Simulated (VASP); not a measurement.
A convergence study with VASP on CrO₂ (rutile): one setting is varied, all else stays as given below, so the limit is that of these other settings. ε∞ is the independent-particle value.

```xyz
6
Lattice="4.4200 0.0000 0.0000 0.0000 4.4200 0.0000 0.0000 0.0000 2.9200" Properties=species:S:1:pos:R:3 pbc="T T T"
Cr     0.0000     0.0000     0.0000
Cr     2.2100     2.2100     1.4600
O      1.3393     1.3393     0.0000
O      3.5493     0.8707     1.4600
O      0.8707     3.5493     1.4600
O      3.0807     3.0807     0.0000
```
Starting moments (μB, in the order of the record's atoms Cr Cr O O O O): 2.5 2.5 0.0 0.0 0.0 0.0.

These are PBE GGA, VASP's PBE PAW potentials (set 64) (plane waves; VASP) values and carry that method's errors. The tightest run used: 700 eV cut-off, 6×6×9 Γ-centred mesh, first-order Methfessel-Paxton smearing of 0.10 eV, potentials Cr_pv O.

The moments were started parallel, and other spin orders were not tried in this run.

```
setting      largest force (eV/Å)  moment (μB)  bands
-----------  --------------------  -----------  -----
NBANDS = 25                 0.064        2.000     25
NBANDS = 26                 0.040        4.000     26
NBANDS = 28                 0.029        4.000     28
```

Task: These are the cheaper rows. Estimate the results at NBANDS = 152, and how far the last row shown lies from them.

Result: 
```
quantity              tightest run  last row shown is off by
--------------------  ------------  ------------------------
largest force (eV/Å)         0.029                     0.000
moment (μB)                  4.000                     0.000
```

VASP warned of too few bands at NBANDS = 25; NBANDS = 26; NBANDS = 28.

Left out are rungs that failed or repeat a setting and relaxations that didn't move; long series are thinned to 24 rows.

The compound is CrO2 in the rutile structure. The cell was not relaxed at this level, forces remain on its atoms. VASP warned that the highest band is occupied, so more bands are needed.
